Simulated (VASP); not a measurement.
Calculation: PBE GGA, VASP's PBE PAW potentials (set 64) (plane waves; VASP).

The input files of a VASP run:

**KPOINTS**
```
Automatic mesh
0
Gamma
8 8 8
0 0 0
```

### POSCAR
```
CdF2
3.8061620
  0.0000000000   0.7071068698   0.7071068698
  0.7071068698   0.0000000000   0.7071068698
  0.7071068698   0.7071068698   0.0000000000
Cd F
1 2
Direct
  0.0000000000   1.0000000000   0.0000000000
  0.2500000000   0.2500000000   0.2500000000
  0.7500000000   0.7500000000   0.7500000000
```

**INCAR**
```
! general
SYSTEM  = CdF2
PREC    = Accurate
ENCUT   = 600   ! plane-wave cut-off (eV)
LREAL   = F
LASPH   = T   ! aspherical one-centre terms

! electronic loop
EDIFF   = 1E-7
NELM    = 100
ALGO    = Normal   ! blocked Davidson
LMAXMIX = 4

! smearing
ISMEAR  = 0   ! Gaussian
SIGMA   = 0.05   ! width (eV)

! functional
GGA     = PE   ! PBE

! ions
ISIF    = 2   ! forces and stress, cell fixed

! output
LWAVE   = F
LCHARG  = F
```

POTCAR, in this order: Cd F (PBE.64 set). Program: vasp_std.

The run wrote:

File OSZICAR:
```
       N       E                     dE             d eps       ncg     rms          rms(c)
DAV:   1     0.214834416571E+03    0.21483E+03   -0.17207E+04  1010   0.174E+03
DAV:   2    -0.308336118904E+01   -0.21792E+03   -0.21294E+03  1085   0.404E+02
DAV:   3    -0.125115188318E+02   -0.94282E+01   -0.94093E+01  1092   0.941E+01
DAV:   4    -0.125584121143E+02   -0.46893E-01   -0.46883E-01  1142   0.653E+00
DAV:   5    -0.125585874497E+02   -0.17534E-03   -0.17533E-03  1081   0.351E-01    0.105E+01
DAV:   6    -0.108324242735E+02    0.17262E+01   -0.51988E+00  1279   0.439E+01    0.768E+00
DAV:   7    -0.108724518352E+02   -0.40028E-01   -0.85246E-01   988   0.998E+00    0.446E+00
DAV:   8    -0.108661213492E+02    0.63305E-02   -0.15265E-01  1044   0.412E+00    0.710E-01
DAV:   9    -0.108574064612E+02    0.87149E-02   -0.40432E-02  1239   0.261E+00    0.901E-02
DAV:  10    -0.108579766388E+02   -0.57018E-03   -0.29624E-03  1000   0.686E-01    0.113E-01
DAV:  11    -0.108580564034E+02   -0.79765E-04   -0.12384E-04  1077   0.143E-01    0.384E-02
DAV:  12    -0.108580847389E+02   -0.28336E-04   -0.50784E-05   999   0.677E-02    0.182E-02
DAV:  13    -0.108580866086E+02   -0.18697E-05   -0.52377E-06  1086   0.204E-02    0.414E-03
DAV:  14    -0.108580865275E+02    0.81107E-07   -0.71563E-07   989   0.127E-02
   1 F= -.10858087E+02 E0= -.10858087E+02  d E =-.209032E-17
```

OUTCAR:
```
------------------------ aborting loop because EDIFF is reached ----------------------------------------
  FORCE on cell =-STRESS in cart. coord.  units (eV):
  Direction    XX          YY          ZZ          XY          YZ          ZX
  --------------------------------------------------------------------------------------
  Total        1.5547336      1.5547336      1.5547336     -0.0000000      0.0000000      0.0000000
  in kB       63.8880456     63.8880456     63.8880456     -0.0000000      0.0000000      0.0000000
  external PRESSURE =      63.8880456 kB  Pullay stress =       0.0000000 kB
  volume of cell :       38.99
      direct lattice vectors                 reciprocal lattice vectors
     0.000000000  2.691363298  2.691363298    -0.185779453  0.185779453  0.185779453
     2.691363298  0.000000000  2.691363298     0.185779453 -0.185779453  0.185779453
     2.691363298  2.691363298  0.000000000     0.185779453  0.185779453 -0.185779453
 POSITION                                       TOTAL-FORCE (eV/Angst)
 -----------------------------------------------------------------------------------
      0.00000      0.00000      0.00000         0.000000      0.000000     -0.000000
      1.34568      1.34568      1.34568        -0.000000     -0.000000      0.000000
      4.03704      4.03704      4.03704         0.000000      0.000000     -0.000000
 -----------------------------------------------------------------------------------
    total drift:                                0.000000     -0.000000      0.000000
  FREE ENERGIE OF THE ION-ELECTRON SYSTEM (eV)
  ---------------------------------------------------
  free  energy   TOTEN  =       -10.8580865275 eV

  energy  without entropy=      -10.8580865275  energy(sigma->0) =      -10.85808653
```
(Selected blocks of OUTCAR.)

**OUTCAR**
```
 val. band max:       -1.2921827723   @ k =  -0.2500   0.5000   0.2500

 cond. band min:       1.7881597005   @ k =   0.0000   0.0000   0.0000


 Fermi energy:        -1.0062866113

 k-point     1 :       0.0000    0.0000    0.0000
  band No.  band energies     occupation
      1     -22.1137      2.00000
      2     -21.0002      2.00000
      3      -6.9159      2.00000
      4      -6.9159      2.00000
      5      -6.9159      2.00000
      6      -5.6949      2.00000
      7      -5.6949      2.00000
      8      -2.2697      2.00000
      9      -2.2697      2.00000
     10      -2.2697      2.00000
     11      -1.7872      2.00000
     12      -1.7872      2.00000
     13      -1.7872      2.00000
     14       1.7882      0.00000
     15      11.4284      0.00000
     16      11.4284      0.00000
     17      11.4284      0.00000

 k-point     2 :       0.1250    0.0000    0.0000
  band No.  band energies     occupation
      1     -22.0638      2.00000
      2     -21.0449      2.00000
      3      -6.8564      2.00000
      4      -6.8564      2.00000
      5      -6.7488      2.00000
      6      -5.7131      2.00000
      7      -5.7131      2.00000
      8      -2.7466      2.00000
      9      -2.3755      2.00000
     10      -2.3755      2.00000
     11      -1.8945      2.00000
     12      -1.7760      2.00000
     13      -1.7760      2.00000
     14       2.3695      0.00000
     15      10.7145      0.00000
     16      11.6590      0.00000
     17      11.6590      0.00000

 k-point     3 :       0.2500    0.0000    0.0000
  band No.  band energies     occupation
      1     -21.9280      2.00000
      2     -21.1659      2.00000
      3      -6.7194      2.00000
      4      -6.7194      2.00000
      5      -6.3000      2.00000
      6      -5.7280      2.00000
      7      -5.7280      2.00000
      8      -3.4830      2.00000
      9      -2.6592      2.00000
     10      -2.6592      2.00000
     11      -2.4160      2.00000
...
```

The compound is CdF2 in the fluorite structure. This cell was strained or had an atom moved on purpose.
